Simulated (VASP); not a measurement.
# NiMoIrPdW under changes of volume

One of the cells (15.271 Å³/atom); the others are scaled copies at fixed shape and fractional positions:

```
Ni Mo Pd Ir W
1.0
     2.77906    0.00000    0.00000
    -1.38953    2.40673    0.00000
     0.00000    0.00000   11.41561
Ni Mo Pd Ir W
1 1 1 1 1
Direct
  0.00000 0.00000 0.70917
  0.66667 0.33333 0.29425
  0.66667 0.33333 0.89901
  0.00000 0.00000 0.10604
  0.66667 0.33333 0.52921
```

The cell was built by a generator and needn't be a form met in nature.

| Item | Value |
| --- | --- |
| Program | VASP 6.6.1 |
| Functional | PBE |
| Potentials or basis | VASP PAW PBE potentials, release 64 (Ni, Mo_sv, Pd, Ir, W_sv) |
| Cutoff | 520 eV |
| k mesh | 11 × 11 × 3 |
| Occupations | fermi-dirac, width 0.05 eV |
| Spin | collinear spin, ferromagnetic start |
| Starting moments | [1.0, 1.0, 0.0, 0.6, 0.0] μB |

| volume (Å³/atom) | energy over the lowest point (meV/atom) | pressure (GPa) | largest force (eV/Å) |
| --- | --- | --- | --- |
| 14.073 | 41.73 | 17.1 | 0.799 |
| 14.372 | ? | ? | ? |
| 14.672 | 0.94 | 5.2 | 0.442 |
| 15.271 | 0.00 | -4.3 | 0.164 |
| 15.570 | 11.87 | -8.3 | 0.119 |
| 15.869 | 30.79 | -11.9 | 0.199 |

Q: What does the run at 14.372 Å³/atom give?

A: Energy over the lowest point 15.77 meV/atom; pressure 10.8 GPa; largest force 0.603 eV/Å.

Worked out: A Birch-Murnaghan fit of order 3 (a polynomial in V^(-2/3)) to the other rows has its minimum at 14.98 Å³/atom with B0 = V·E''(V) = 236 GPa and B' = 4.6 at fixed shape and positions, which overstates the stiffness. It gives 15.81 meV/atom at 14.372 Å³/atom, against the run's 15.77, and -dE/dV = 10.8 GPa, against 10.8.

Energies are extrapolated to zero smearing.
